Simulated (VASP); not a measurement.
A run of VASP 6.6.1 is set up as follows.

Contents of POSCAR:

```
MoI
1.0
    0.0000000000      3.1788513800      3.1788513800
    3.1788513800      0.0000000000      3.1788513800
    3.1788513800      3.1788513800      0.0000000000
Mo I
1 1
Direct
    0.0000000000      0.0000000000      0.0000000000
    0.7500000000      0.7500000000      0.7500000000
```

INCAR.step1

```
SYSTEM = MoI
PREC = Accurate ; ENCUT = 520
EDIFF = 1E-5 ; ISMEAR = -1
SIGMA = 0.05 ; LREAL = .False.
LASPH = .True. ; NELM = 100
ALGO = Normal ; ISIF = 2
LWAVE = .True. ; LCHARG = .False.
NBANDS = 18 ; GGA = PE
```

The input INCAR.step2:

```
SYSTEM = MoI
PREC = Accurate ; ENCUT = 520
EDIFF = 1E-6 ; ISMEAR = -1
SIGMA = 0.05 ; LREAL = .False.
LASPH = .True. ; NELM = 100
ALGO = Normal ; ISIF = 2
LWAVE = .False. ; LCHARG = .False.
GGA = PE ; LHFCALC = .True.
HFSCREEN = 0.2 ; AEXX = 0.1
PRECFOCK = Fast ; NBANDS = 18
ISTART = 1
```

KPOINTS

```
regular mesh
0
Gamma
  4 4 4
  0 0 0
```

Potentials or basis: VASP PAW PBE potentials, release 64 (Mo_sv, I).

Run with:

```sh
$ cat potpaw_PBE.64/Mo_sv/POTCAR potpaw_PBE.64/I/POTCAR > POTCAR
$ cp INCAR.step1 INCAR
$ mpirun -np 1 vasp_std > vasp.out
$ cp INCAR.step2 INCAR
$ mpirun -np 1 vasp_std > vasp.out
```

Task: What does it give for the band gap on the k mesh?

Result: None (metal or under the smearing width).

Task: Estimate the pressure.

Result: -8.2 GPa.

Caveat: the k mesh is coarse (spacing up to 0.43 Å⁻¹), so the values aren't converged, least of all with exact exchange; the PAW data sets were made with another functional, which shifts forces and pressure a little; an odd number of electrons without spin polarisation forces a metal; a magnetic or distorted state may lie lower. The run has no spin-orbit coupling, so splittings on I are missing.
